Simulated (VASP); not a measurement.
Here is the system:

```xyz
2
Lattice="0.0000 3.3048 3.3048 3.3048 0.0000 3.3048 3.3048 3.3048 0.0000" Properties=species:S:1:pos:R:3 pbc="T T T"
Cd     0.0000     0.0000     0.0000
Te     1.6524     1.6524     1.6524
```

Computed with PBE GGA, VASP's PBE PAW potentials (set 64) (plane waves; VASP). Run with 400 eV cut-off, 3×3×3 Γ-centred mesh, Gaussian smearing of 0.050 eV, potentials Cd Te.

Gaps are read on the run's mesh, which can miss a band edge. Unless said otherwise, spin-orbit coupling is left out, though it shifts the bands of the heavy elements here.

Problem. Predict the energy per atom (σ→0), band gap (on the k-mesh) with the smallest direct gap where there is one.

Solution. 
| Quantity | Value |
|---|---|
| band gap (on the k-mesh) | 0.55 eV |
| smallest direct gap (on the k-mesh) | 0.55 eV |
| energy per atom (σ→0) | -2.290 eV/atom |

The absolute energy has meaning only against runs of the same code, potentials and settings.

The compound is CdTe in the zinc blende structure. The cell was not relaxed at this level. The k-mesh is coarse (spacing up to 0.55 per Å, 2π included), so the numbers may not be converged in it. The run is one of a series of settings (KPOINTS 3×3×3 Γ-centred mesh against the base run), some of them coarse on purpose.
